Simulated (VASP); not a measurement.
A run of VASP 6.6.1:

The input INCAR:

```
SYSTEM = Bi7Sb
PREC = Accurate
ENCUT = 520
EDIFF = 1E-7
ISMEAR = 0
SIGMA = 0.03
LREAL = .False.
LASPH = .True.
NELM = 80
ALGO = Fast
ISIF = 2
LWAVE = .False.
LCHARG = .False.
GGA = PE
IVDW = 12
NBANDS = 124
ICORELEVEL = 1
KPAR = 4
```

KPOINTS

```
Automatic mesh
0
Gamma
  6 6 4
  0 0 0
```

Contents of POSCAR:

```
Bi7Sb                                   
1.0
    9.0154139955     -0.0000000000     -0.0000000000
    4.5077069977     -7.8075775417      0.0000000000
    4.5077069977     -2.6025258505     -7.7365688611
  Sb              Bi            
     2    14
Direct
     0.1173586140937446    0.6173586140937446    0.1479241577187663
     0.6173586140937446    0.1173586140937446    0.6479241577187663
     0.1170623583290964    0.1195560295140800    0.1438255826427366
     0.1195560295140799    0.6195560295140800    0.6438255826427366
     0.1195560295140801    0.1170623583291034    0.6438255826427364
     0.6195560295140798    0.6170623583291035    0.1438255826427365
     0.6195560295140800    0.1195560295140800    0.1438255826427366
     0.6170623583290964    0.6195560295140798    0.6438255826427366
     0.3817912759340697    0.8817912759340626    0.3546261721978050
     0.3762316512686616    0.3842220206731339    0.3553243073850707
     0.3842220206731338    0.8842220206731339    0.8553243073850707
     0.3842220206731411    0.3762316512686615    0.8553243073850707
     0.8842220206731410    0.8762316512686613    0.3553243073850705
     0.8842220206731339    0.3842220206731339    0.3553243073850707
     0.8762316512686615    0.8842220206731339    0.8553243073850707
     0.8817912759340697    0.3817912759340626    0.8546261721978050
```

File KPOINTS_OPT:

```
explicit points
8
Reciprocal
 0.0000000000  0.0000000000  0.0000000000 1
 0.2596565504 -0.2596565504  0.5000000000 1
 0.4806868991 -0.2596565504  0.2403434496 1
 0.5000000000  0.0000000000  0.5000000000 1
 0.0000000000 -0.5000000000  0.0000000000 1
 0.0000000000 -0.3894848256  0.3701717248 1
 0.3894848256  0.0000000000  0.6298282752 1
 0.3701717248 -0.2596565504  0.3701717248 1
```

Potentials or basis: VASP PAW PBE potentials, release 64 (Sb, Bi_d).

Command:

```console
$ cat potpaw_PBE.64/Sb/POTCAR potpaw_PBE.64/Bi_d/POTCAR > POTCAR
$ mpirun -np 4 vasp_std > vasp.out
```

Hardware: 4 MPI ranks on Intel(R) Xeon(R) 6975P-C (Granite Rapids), with other jobs on the host.

**Question.** How long does it take, and how much memory?

**Answer.** Wall time 17 min on 4 MPI ranks on Intel(R) Xeon(R) 6975P-C (Granite Rapids), on a shared host, peak memory 2.9 GiB a rank. Counts: scf iterations 28, k points 40.
